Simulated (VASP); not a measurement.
All values below come from PBE GGA with D3 dispersion (Becke-Johnson damping), VASP's PBE PAW potentials (set 64) (plane waves; VASP).

A VASP calculation is set up with these files.

**INCAR**
```
LCHARG = .FALSE.
EDIFFG = -0.01
IBRION = 2
EDIFF = 1E-7
ISMEAR = 0   # Gaussian
IVDW = 12   # D3, Becke-Johnson
NSW = 30   # most ionic steps
LMAXMIX = 4
SYSTEM = PbO2
LASPH = .TRUE.
NELM = 100
ENCUT = 520   # plane-wave cut-off (eV)
ALGO = Normal
PREC = Accurate
LREAL = .FALSE.   # projection in real space or not
SIGMA = 0.05   # width (eV)
GGA = PE
LWAVE = .FALSE.
ISIF = 4
```

POSCAR:
```
PbO2
1.0
  5.0265008774   0.0000000000   0.0000000000
  0.0000000000   5.0265008774   0.0000000000
  0.0000000000   0.0000000000   3.4447400762
Pb O
2 4
Cartesian
  0.0000000000   0.0000000000   0.0000000000
  2.5132504387   2.5132504387   1.7223700381
  1.5452530602   1.5452530602   3.4447400762
  4.0585034989   0.9679973785   1.7223700381
  0.9679973785   4.0585034989   1.7223700381
  3.4812478172   3.4812478172   0.0000000000
```

### KPOINTS
```
Automatic mesh
0
Gamma
5 5 7
0 0 0
```

POTCAR, in this order: Pb_d O (PBE.64 set). Program: vasp_std.

### Question
What does the run give for the energy per atom (σ→0), dispersion energy?

### Answer

```json
{
  "energy per atom (σ→0)": "-5516 meV/atom",
  "dispersion_energy": "-119.9 kJ/mol"
}
```

### OSZICAR
```
...
DAV:   9    -0.318493530688E+02    0.30307E-01   -0.12725E-01  2433   0.435E+00    0.136E-01
DAV:  10    -0.318511248842E+02   -0.17718E-02   -0.11056E-02  1663   0.617E-01    0.113E-01
DAV:  11    -0.318510890641E+02    0.35820E-04   -0.32572E-04  2341   0.204E-01    0.462E-02
DAV:  12    -0.318510691710E+02    0.19893E-04   -0.84289E-05  2148   0.606E-02    0.115E-02
DAV:  13    -0.318510685647E+02    0.60627E-06   -0.66519E-06  2119   0.229E-02    0.209E-03
DAV:  14    -0.318510685154E+02    0.49324E-07   -0.12273E-06  2099   0.176E-02    0.203E-03
DAV:  15    -0.318510685696E+02   -0.54246E-07   -0.16785E-07  1199   0.415E-03
   1 F= -.33093413E+02 E0= -.33093358E+02  d E =-.330934E+02
```

The compound is PbO2 in the rutile structure. It was relaxed first.
